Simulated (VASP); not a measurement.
Input:

```xyz
3
Lattice="2.0561 -3.5612 0.0000 2.0561 3.5612 0.0000 0.0000 0.0000 5.1650" Properties=species:S:1:pos:R:3 pbc="T T T"
Se     0.5061     0.8766     3.4433
Se     3.0999     0.0000     0.0000
Se     0.5061    -0.8766     1.7217
```

Computed with optB86b-vdW, VASP's PBE PAW potentials (set 64) (plane waves; VASP). Numerical set-up: 520 eV cut-off, 6×6×5 Γ-centred mesh, Gaussian smearing of 0.050 eV, potentials Se.

Q: What does the run give for the energy per atom (σ→0)?

A: 
```
Item                           Result
---------------------  --------------
energy per atom (σ→0)  -1.959 eV/atom
```

Only differences to runs with the same potentials and settings are physical.

The compound is Se in the trig structure. It was relaxed first, which changed the volume by -8 %.
